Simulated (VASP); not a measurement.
These are PBEsol GGA, VASP's PBE PAW potentials (set 64) (plane waves; VASP) values and carry that method's errors.

The input files of a VASP run:

**KPOINTS**
```
k-points along high-symmetry lines
15
Line-mode
Reciprocal
  0.000000   0.000000   0.000000 ! GAMMA
  0.000000   0.500000   0.000000 ! X

  0.000000   0.500000   0.000000 ! X
  0.500000   0.500000   0.000000 ! M

  0.500000   0.500000   0.000000 ! M
  0.000000   0.000000   0.000000 ! GAMMA

  0.000000   0.000000   0.000000 ! GAMMA
  0.500000   0.500000   0.500000 ! R

  0.500000   0.500000   0.500000 ! R
  0.000000   0.500000   0.000000 ! X

  0.500000   0.500000   0.500000 ! R
  0.500000   0.500000   0.000000 ! M
```

**POSCAR**
```
NbSi
1
    3.1262836541     0.0000000000    -0.0000000000
    0.0000000000     3.1262836541    -0.0000000000
    0.0000000000     0.0000000000     3.1262836541
Nb Si
1 1
Direct
  0.0000000000   0.0000000000   0.0000000000
  0.5000000000   0.5000000000   0.5000000000
```

**INCAR**
```
ALGO = Normal
EDIFF = 1E-7
ENCUT = 400
GGA = PS
ICHARG = 11
ISMEAR = 0
LASPH = .TRUE.
LCHARG = .FALSE.
LMAXMIX = 4
LORBIT = 11
LREAL = .FALSE.
LWAVE = .FALSE.
NELM = 100
PREC = Accurate
SIGMA = 0.05
SYSTEM = NbSi
```

POTCAR, in this order: Nb_sv Si (PBE.64 set). Program: vasp_std. Read from the step before: CHGCAR.

What VASP printed:

OUTCAR:
```
 ion  position               nearest neighbor table
   1  0.000  0.000  0.000-   2 2.71   2 2.71   2 2.71   2 2.71   2 2.71   2 2.71   2 2.71   2 2.71
  LATTYP: Found a simple cubic cell.
 ALAT       =     3.1262836541
 Subroutine PRICEL returns:
 Original cell was already a primitive cell.
 Subroutine GETGRP returns: Found 48 space group operations
The static configuration has the point symmetry O_h .
The dynamic configuration has the point symmetry O_h .
 Subroutine INISYM returns: Found 48 space group operations
   k-points           NKPTS =     90   k-points in BZ     NKDIM =     90   number of bands    NBANDS=     12
   number of dos      NEDOS =    301   number of ions     NIONS =      2
   total plane-waves  NPLWV =   8000
   dimension x,y,z NGX =    20 NGY =   20 NGZ =   20
   dimension x,y,z NGXF=    40 NGYF=   40 NGZF=   40
   ions per type =               1   1
   PREC   = accura    normal or accurate (medium, high low for compatibility)
   ISTART =      0    job   : 0-new  1-cont  2-samecut
   ICHARG =     11    charge: 1-file 2-atom 10-const
   ISPIN  =      1    spin polarized calculation?
   LNONCOLLINEAR =      F non collinear calculations
   LSORBIT =      F    spin-orbit coupling
   INIWAV =      1    electr: 0-lowe 1-rand  2-diag
   ENCUT  =  400.0 eV  29.40 Ry    5.42 a.u.   5.10  5.10  5.10*2*pi/ulx,y,z
   NELM   =    100;   NELMIN=  2; NELMDL= -5     # of ELM steps
...
```

**OSZICAR**
```
       N       E                     dE             d eps       ncg     rms          rms(c)
DAV:   1     0.106590538803E+03    0.10659E+03   -0.77586E+03  2160   0.111E+03
DAV:   2    -0.119776006400E+02   -0.11857E+03   -0.11341E+03  2604   0.378E+02
DAV:   3    -0.175589849340E+02   -0.55814E+01   -0.53448E+01  3424   0.639E+01
DAV:   4    -0.177738044006E+02   -0.21482E+00   -0.21151E+00  2932   0.126E+01
DAV:   5    -0.177861165648E+02   -0.12312E-01   -0.12294E-01  3624   0.243E+00
DAV:   6    -0.177862853609E+02   -0.16880E-03   -0.16878E-03  3016   0.265E-01
DAV:   7    -0.177862893805E+02   -0.40196E-05   -0.40193E-05  3324   0.344E-02
DAV:   8    -0.177862894703E+02   -0.89754E-07   -0.89870E-07  2720   0.492E-03
   1 F= -.17786289E+02 E0= -.17784775E+02  d E =-.302876E-02
```

OUTCAR:
```
 val. band max:       11.7975094827   @ k =   0.2143   0.5000   0.2143

 cond. band min:      11.8133223763   @ k =   0.4286   0.4286   0.0000



 k-point     1 :       0.0000    0.0000    0.0000
  band No.  band energies     occupation
      1     -43.0218      2.00000
      2     -18.9606      2.00000
      3     -18.9606      2.00000
      4     -18.9606      2.00000
      5       0.2354      2.00000
      6       8.6558      2.00000
      7       8.6558      2.00000
      8      13.7681      0.00000
      9      13.7681      0.00000
     10      13.8494      0.00000
     11      14.0280      0.00000
     12      14.0280      0.00000

 k-point     2 :       0.0000    0.0357    0.0000
  band No.  band energies     occupation
      1     -43.0213      2.00000
      2     -18.9674      2.00000
      3     -18.9604      2.00000
      4     -18.9604      2.00000
      5       0.2581      2.00000
      6       8.6507      2.00000
      7       8.6667      2.00000
      8      13.4525      0.00000
      9      13.4526      0.00000
     10      13.7735      0.00000
     11      13.9730      0.00000
     12      14.3541      0.00000

 k-point     3 :       0.0000    0.0714    0.0000
  band No.  band energies     occupation
      1     -43.0198      2.00000
      2     -18.9862      2.00000
      3     -18.9587      2.00000
      4     -18.9587      2.00000
      5       0.3271      2.00000
      6       8.6334      2.00000
      7       8.7014      2.00000
      8      13.0498      0.00000
      9      13.0498      0.00000
     10      13.7901      0.00000
     11      13.8273      0.00000
     12      14.7900      0.00000

 k-point     4 :       0.0000    0.1071    0.0000
  band No.  band energies     occupation
      1     -43.0173      2.00000
      2     -19.0163      2.00000
      3     -18.9560      2.00000
      4     -18.9560      2.00000
      5       0.4409      2.00000
      6       8.5878      2.00000
      7       8.7584      2.00000
...
```

The density is held fixed in this step, so its total energy and stress have no physical meaning.

The structure was generated: NbSi was put into the CsCl type type (Pm-3m), which need not be its known phase. It was relaxed first, which changed the volume by -33 %. The electron count is odd and the run is not spin-polarised, which forces a metal.
